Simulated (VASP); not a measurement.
## NiAl (relaxed from the CsCl type structure, space group Pm-3m): computed properties

Computed with PBEsol GGA, VASP's PBE PAW potentials (set 64) (plane waves; VASP).

```
Property                                                                                                   Value
----------------------------------  ----------------------------------------------------------------------------
space group                                                                                          Pm-3m (221)
cell                                a = 2.8621 Å, b = 2.8621 Å, c = 2.8621 Å, α = 90.00°, β = 90.00°, γ = 90.00°
volume per atom                                                                                    11.72 Å³/atom
band gap (over mesh and band path)                                      none (metal, semimetal or under 0.01 eV)
density                                                                                               6.07 g/cm³
```

```yaml
crystal:
  lattice:
    - [2.86212, 0.00000, 0.00000]
    - [0.00000, 2.86212, 0.00000]
    - [0.00000, 0.00000, 2.86212]
  atoms:
    - { symbol: Ni, position: [0.00000, 0.00000, 0.00000] }
    - { symbol: Al, position: [0.50000, 0.50000, 0.50000] }
```

The structure was generated: NiAl was put into the CsCl type type (Pm-3m), which need not be its known phase. It was relaxed first, which changed the volume by -27 %. Symmetry was kept, so distortions that lower it aren't found.
